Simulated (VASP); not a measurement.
Bi3SbO3:

```
Sb Bi O
1.0
     3.36526   -3.60032    0.00000
     3.36526    3.60032    0.00000
     0.00000    0.00000    6.66124
Sb Bi O
1 3 3
Direct
  0.50000 0.50000 0.00000
  0.00000 0.50000 0.00000
  0.50000 0.00000 0.00000
  0.50000 0.50000 0.50000
  0.76003 0.76003 0.00000
  0.23997 0.23997 0.00000
  0.00000 0.00000 0.00000
```

The cell was built by a generator and needn't be a form met in nature.

- Program: VASP 6.6.1
- Task: relaxation of cell and atoms
- Functional: PBE
- Potentials or basis: VASP PAW PBE potentials, release 64 (Sb, Bi_d, O)
- Cutoff: 520 eV
- k mesh: 3 × 3 × 2
- Occupations: gaussian, width 0.15 eV
- Spin: no spin polarisation

At the start: pressure 76.9 GPa; volume 23.06 Å³/atom.

Task: Where does the relaxation end?

Result: Over 20 steps the energy falls by 3106.0 meV/atom and the volume is 30.55 Å³/atom (+32.5 %); space group Cmmm (No. 65, to 0.05 Å).

The path:
```csv
step,energy change (eV),largest force (eV/Å),pressure (GPa),volume (Å³)
1,0.0000,9.1830,76.91,161.42
2,37.1750,4.2566,-25.72,518.14
3,49.3557,1.9146,-4.03,270.26
4,-19.2572,1.6799,-4.18,258.33
5,-20.5530,2.7356,0.38,240.35
6,-20.7582,2.5856,-0.03,242.26
7,-20.7522,2.5421,-0.63,244.04
8,-21.2616,0.6594,-2.64,244.34
9,-21.2930,0.3872,-3.02,244.29
10,-21.4610,0.1237,1.31,223.93
11,-21.4715,0.1870,0.48,227.68
12,-21.6667,0.2039,0.55,218.05
13,-21.7183,0.0799,1.43,208.12
14,-21.7268,0.0531,1.23,211.00
15,-21.7120,0.1947,-1.40,218.85
16,-21.7410,0.1098,-0.06,214.03
17,-21.7410,0.1109,-0.04,213.97
18,-21.7407,0.1040,0.11,213.66
19,-21.7410,0.1082,0.09,213.91
20,-21.7420,0.0666,0.06,213.82
```

Final structure:
```cif
data_structure
_symmetry_space_group_name_H-M 'P 1'
_symmetry_Int_Tables_number 1
_cell_length_a 6.1212
_cell_length_b 6.1212
_cell_length_c 5.7525
_cell_angle_alpha 90.000
_cell_angle_beta 90.000
_cell_angle_gamma 97.243
_cell_volume 213.82
loop_
_atom_site_label
_atom_site_type_symbol
_atom_site_fract_x
_atom_site_fract_y
_atom_site_fract_z
_atom_site_occupancy
Sb1 Sb 0.50000 0.50000 0.00000 1
Bi1 Bi 0.00000 0.50000 0.00000 1
Bi2 Bi 0.50000 0.00000 0.00000 1
Bi3 Bi 0.50000 0.50000 0.50000 1
O1 O 0.76733 0.76733 0.00000 1
O2 O 0.23267 0.23267 0.00000 1
O3 O 0.00000 0.00000 0.00000 1
```

Caveat: the k mesh is coarse (spacing up to 0.47 Å⁻¹), so the values aren't converged; the volume moved by over 15 % at a fixed basis, so the end points are rough; the relaxation stopped at a loose force limit of 0.08 eV/Å, so its end isn't a converged minimum.
